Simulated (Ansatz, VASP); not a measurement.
# Cross-check of Te (Tellurium) between VASP and Ansatz, part 2 of 2

Aim: how closely do two programs agree when they are given the same cell, functional and k mesh? The cell is taken from a series of runs on this material, whose earlier steps may have relaxed, scaled, displaced or heated it; both programs get it as it stands.

VASP 6.6.1 and Ansatz 0.2.0.

So far: The starting structure; VASP: zone-centre phonons, PBEsol.

### 3. Ansatz: zone-centre phonons, PBEsol

Level of this step: Ansatz beside VASP: Kohn-Sham DFT, plane waves, PBEsol (Ansatz).

Ansatz runs on its PAW soft_1 files.

The same cell, functional, mesh and smearing now go to Ansatz, which takes its cutoff from its data sets.

Input file input.yaml:

```yaml
crystal:
  lattice:
    - [4.4889919047, 0.0, 0.0]
    - [-2.2444959524, 3.8875810269, 0.0]
    - [0.0, 0.0, 5.7832959375]
  atoms:
    - { symbol: Te, position: [0.2755910285, 0.0, 0.3333333333] }
    - { symbol: Te, position: [0.0, 0.2755910285, 0.6666666667] }
    - { symbol: Te, position: [0.7244089715, 0.7244089715, 0.0] }
kpoints:
  mp_grid: { grid: [12, 12, 8] }
hamiltonian:
  xc: pbesol
  pseudopotentials: { kind: paw, azcp: { folder: soft_1 }, xc_functional: pbe }
scf:
  occupations: { method: methfessel_paxton, width: 0.2 }
output:
  eigenvalues: true
phonons:
  method: dfpt
```

Started as:

```bash
> ansatz run input.yaml --threads 4 --pin off --max-ram 10240MiB --backend cpu --events-out ev --progress --plain --runs-dir out
```

Numbers of over 12 decimals in the logs are rounded to 6 here.

The program printed:

```text
zone centre: on kpoints.mp_grid the ground state, and the responses unless they are solved on pairs of k-points, stand on 320 of the mesh's 1152 k-points, reduced under 2 symmetry operations, with k and −k counted as one. Each operation leaves every solved displacement unchanged or reverses it
Engine: ansatz 0.2.0, x86_64-unknown-linux-gnu
Pseudopotentials: kind: paw
Pseudopotential: Te, paw, valence charge 16, recommended cutoff 420 eV (normal), soft_1/Te.paw.azcp
Functional definition: PBEsol
  exchange = pbesol_x
  correlation = pbesol_c
Crystal: 3 atoms, lattice volume = 100.926 Å³
Basis set: ecut = 420 eV, 1969 PW (Γ), exchange–correlation on 64×64×96 points (8 copies of the dense FFT grid, shifted against one another)
Bands: 29, of which v1, the nominal top of the filled ones, is band 24 counted from 1 (23 counted from 0)
Symmetry: 6 space group operations
k-points: 320 of 1152 (irreducible under 2 space group operations, time reversal used)
Non-local potential: Te, projectors of the file, l = 0: 2, l = 1: 2, l = 2: 2, l = 3: 1
PAW form: soft (Blöchl's): semilocal exchange-correlation on the pseudo side does not see the compensation charge
PAW frozen core: Te, regenerated for the run's functional, and the local potential with it (the file was generated under x = pbe(κ = 0.804, μ = 0.219515), c = pbe(β = 0.066725))
PAW one-centre angular grid: Te, 590 points (default); XC on 64 Gauss nodes
Initial density: superposition of atomic densities (chi_scale 0.1, normalization cell)
Initial wavefunctions: pseudopotential atomic-orbital guess
Functional: x = pbesol(κ = 0.804, μ = 0.123457), c = pbesol(β = 0.046)
SCF iter   1: F=—  HF=-20704.802080 eV  |F-HF|=—  |Δ(HF+E_count)|=         —  Δρ=1.51e-2  dr2=1.69e-1  ethr=3.10e-3  ⟨swp⟩=8.6  Hψ=45907  notcnv=0
preconditioner: auto → Resta (q_TF=auto, 2.410 Å⁻¹)  ε∞=4.3  [insulator: Δε(μ)=0.196 eV  Ē_g=8.615 eV  σ=0.200 eV  W_gap=0.72  n_scr=22 (ndim 8)  ℏωp=15.7 eV  f_vac=0.011  D(μ)=0.04/eV (n_scr^D=0)  ε∞_Penn≈4.3]
SCF iter   2: F=—  HF=-20704.777871 eV  |F-HF|=—  |Δ(HF+E_count)|=   2.42e-2  S|Δr|=    0.00e0  Δρ=8.70e-3  dr2=5.51e-2  ethr=3.53e-4  ⟨swp⟩=1.0  Hψ=11846  notcnv=0
SCF iter   3: F=—  HF=-20704.768961 eV  |F-HF|=—  |Δ(HF+E_count)|=   8.91e-3  S|Δr|=    0.00e0  Δρ=6.98e-4  dr2=4.15e-4  ethr=1.15e-4  ⟨swp⟩=2.1  Hψ=13023  notcnv=0
SCF iter   4: F=—  HF=-20704.769125 eV  |F-HF|=—  |Δ(HF+E_count)|=   1.64e-4  S|Δr|=    0.00e0  Δρ=2.31e-4  dr2=5.23e-5  ethr=8.64e-7  ⟨swp⟩=2.0  Hψ=16886  notcnv=0
SCF iter   5: F=—  HF=-20704.769152 eV  |F-HF|=—  |Δ(HF+E_count)|=   2.67e-5  S|Δr|=    0.00e0  Δρ=7.96e-5  dr2=8.82e-6  ethr=1.09e-7  ⟨swp⟩=3.0  Hψ=18460  notcnv=0
SCF iter   6: F=—  HF=-20704.769157 eV  |F-HF|=—  |Δ(HF+E_count)|=   5.06e-6  S|Δr|=    0.00e0  Δρ=1.84e-5  dr2=4.61e-7  ethr=1.84e-8  ⟨swp⟩=2.0  Hψ=12245  notcnv=0
SCF iter   7: F=—  HF=-20704.769155 eV  |F-HF|=—  |Δ(HF+E_count)|=   2.07e-6  S|Δr|=    0.00e0  Δρ=2.82e-6  dr2=7.84e-9  ethr=9.61e-10  ⟨swp⟩=2.0  Hψ=12304  notcnv=0
SCF iter   8: F=—  HF=-20704.769155 eV  |F-HF|=—  |Δ(HF+E_count)|=   1.33e-8  S|Δr|=    0.00e0  Δρ=7.30e-7  dr2=4.25e-10  ethr=1.63e-11  ⟨swp⟩=3.0  Hψ=17638  notcnv=0
SCF iter   9: F=—  HF=-20704.769155 eV  |F-HF|=—  |Δ(HF+E_count)|=  2.87e-10  S|Δr|=    0.00e0  Δρ=1.72e-7  dr2=2.18e-11  ethr=1.00e-12  ⟨swp⟩=2.0  Hψ=16976  notcnv=0
SCF iter  10: F=-20704.769155 eV  HF=-20704.769155 eV  |F-HF|=7.28e-12  |Δ(HF+E_count)|=  7.28e-12  S|Δr|=    0.00e0  Δρ=4.92e-8  dr2=1.55e-12  ethr=1.00e-12  ⟨swp⟩=9.7  Hψ=49078  notcnv=0
SCF 1 converged in 10 iterations: F = -20704.769155 eV  dr2 = 1.55e-12
  greatest PAW one-centre occupation: 0.998 electrons in one spin orbital (limit 2), on the Te atom at site 1 (counted from 0), in its partial waves of l = 2
DFPT response loops at Γ: preconditioner auto → Kerker (q_TF=auto, 2.410 Å⁻¹) (partly filled bands, converged f_vac=0.021); β = 1.00, the filter's whole step (`scf.mixing.beta` (0.50) is not read by the response loops under this deck's `scf.mixing.preconditioner`; to damp them name `kerker` or `kerker_dos`, under which they read `scf.mixing.beta`, and type it under 1.00, their step now; both keys bind the ground state too); Broyden in place of MSR1
SCF converged after 10 iterations
Stability not checked: this state was not tested for a lower state beside it, because cold or Methfessel-Paxton smearing, or corrected tetrahedra, fill the levels in a way that the test cannot read (fill_not_monotonic; see scf.lower_state_search)
Free energy (F): -20704.769155 eV
Harris-Foulkes:  -20704.769155 eV  (|F-HF|=7.28e-12)
Internal energy: -20704.772540 eV  (E = F + TS)
E sigma→0 (E₀):  -20704.770001 eV
Entropy (-TS):   0.003385 eV (1.128 meV/atom)
Fermi energy:    8.910110 eV
Step filling:    the computed levels leave a gap of 0.1507 eV = 0.8 smearing widths at the electron count; against every level under it full and every level over it empty, smearing changes F+E_penalty+E_count by +0.983 meV and its σ→0 estimate by +0.136 meV
--- Per-component energies (eV) ---
  E_band       = -797.280706
  E_kinetic    = 515.851862
  E_local      = -4897.794189  (includes V_loc(G=0)·N_el)
  E_nonlocal   = 200.792763
  E_hartree    = 2433.476191
  E_xc         = -365.317650
  E_vxc        = -306.361172  (∫ρ·V_xc dr)
  E_paw        = -13773.814386  (= ΣΔE_a)
  E_vpaw       = -1176.722576  (= ΣTr[D̂ρ^β])
  E_aug_tail   = 0.000257  (compensation charges beyond the density's cutoff)
  E_ewald      = -4819.091822
  E_core_change = 1.124434  (= ΣΔE_core)
  E_smearing   = 0.003385  (= −TS)
  E_closure    = 0.000000  (closes the sum)
  Σ components = -20704.769155   (vs F -20704.769155, Δ=0.00e0)
--- Band table (eV; the first three rows and the last of 320) ---
  k-point 0: bands = [... 20 lower, 5.9751, 6.9541, 6.9541, 7.7110, 9.8042, 9.8042, 10.1926, 13.7472, ... 1 higher]
  k-point 1: bands = [... 20 lower, 6.1093, 7.0065, 7.0345, 7.7185, 9.6436, 9.7014, 10.0141, 13.4528, ... 1 higher]
  k-point 2: bands = [... 20 lower, 6.1279, 7.1892, 7.1946, 7.7359, 9.3257, 9.4455, 9.6084, 13.1275, ... 1 higher]
  k-point 319: bands = [... 20 lower, 4.2568, 7.5110, 7.9027, 8.3681, 9.5783, 10.5221, 10.5975, 13.7193, ... 1 higher]
--- Phonons (Γ-DFPT): 3 representative perturbations + reference, on 320 of 1152 k-points (Σ response iterations 9) ---
  k mesh reduced under 2 symmetry operations, with k and −k counted as one. Each operation leaves every solved displacement unchanged or reverses it
  ASR residual: 3.289e-5 → 0.000e0 eV/Å²; symmetrization residual: 1.952e-6 eV/Å²
  ASR residual per site (eV/Å²): 3.29e-5 3.21e-5 3.21e-5
  Γ frequencies (cm⁻¹): 0.00 0.00 0.00 82.64 82.64 88.73 104.73 129.88 129.88
  non-analytic LO–TO correction: not included (Born effective charges unavailable; polar crystals: no LO–TO splitting at Γ)
```

### 4. Differences

Known differences besides the potentials themselves: the data sets hold 48 valence electrons in Ansatz (on its PAW soft_1 files) and 18 in VASP; the cutoff is 420 eV in Ansatz and 500 eV in VASP; Ansatz makes its cores anew for this functional, VASP keeps those of its PBE data sets. Total energies have different zeros and are not compared.

The two programs side by side:

| quantity | Ansatz | VASP | difference |
| --- | --- | --- | --- |
| optical mode 1 to 2 (cm⁻¹) | 82.6 | 83.0 | -0.39 % |
| optical mode 3 (cm⁻¹) | 88.7 | 88.7 | +0.00 % |
| optical mode 4 (cm⁻¹) | 104.7 | 106.2 | -1.37 % |
| optical mode 5 to 6 (cm⁻¹) | 129.9 | 131.2 | -1.02 % |

Modes are paired by rising frequency, not by their patterns, so a pair may set unlike modes beside each other; they are those without the splitting of longitudinal modes.

### 5. Summary of results

* r.m.s. difference of the optical zone-centre modes, each program's sorted by frequency (zone-centre phonons, PBEsol): 0.99 cm⁻¹
* difference in optical mode 4 (zone-centre phonons, PBEsol): -1.4 %

**Reading.** The r.m.s. difference of the optical zone-centre modes, each program's sorted by frequency is 0.99 cm⁻¹ (zone-centre phonons, PBEsol). The data sets hold unlike numbers of valence electrons (48 in Ansatz and 18 in VASP), so part of the differences comes from the potentials. Among the rows given in per cent, the largest difference of the zone-centre phonons, PBEsol pair is in optical mode 4, -1.4 %. Such differences can come from data sets, numerical settings and the points named under the comparisons, not from the functional's error against experiment.

[Lines on the potential files, build, host, timing and source positions are cut from VASP's logs without a mark.]

[Logs are printed without paths, hosts, clocks, repeated set-up lines and the standing remarks that a program may print on its own settings, such as how far it seeks lower states.]

[Hosts, paths, dates, database ids (printed as entryN), source tags and the programs' standing remarks are cut or masked in the printed files.]
